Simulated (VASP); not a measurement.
TlCl (CsCl type), at 0.96 of the tabulated volume:

```xyz
2
Lattice="3.7881 0.0000 0.0000 0.0000 3.7881 0.0000 0.0000 0.0000 3.7881" Properties=species:S:1:pos:R:3 pbc="T T T"
Tl     0.0000     0.0000     0.0000
Cl     1.8941     1.8941     1.8941
```

The lowest empty band near R, direction [111], from PBE with spin-orbit coupling in VASP (PAW); its two spin partners are averaged. The gap over the points computed is 1.56 eV, and the next band on that side lies 1.19 eV away at the edge.

Run with 400 eV cut-off, 8×8×8 Γ-centred mesh, Gaussian smearing of 0.050 eV, potentials Tl_d Cl.

```tsv
distance from the edge in k (1/Å)	distance in energy (meV)
0.018	4.0
0.025	7.7
0.035	15.0
0.050	30.2
0.070	58.0
```

Task: Fit E(1 + αE) = ħ²k²/2m* (ħ²/2m0 = 3.810 eV Å²) and predict the row at 0.095 1/Å.

Result: Least squares on the energies gives the electron mass m* = 0.308 m0 and α = 0.79 per eV, and so 103.3 meV. The run gave 103.5 meV, +0.2 meV from the fit.

Left out are points under 3 meV from the edge, since the levels carry 0.1 meV, and points farther than half the way to the next band.

The compound is TlCl in the CsCl type structure. The cell was not relaxed at this level.
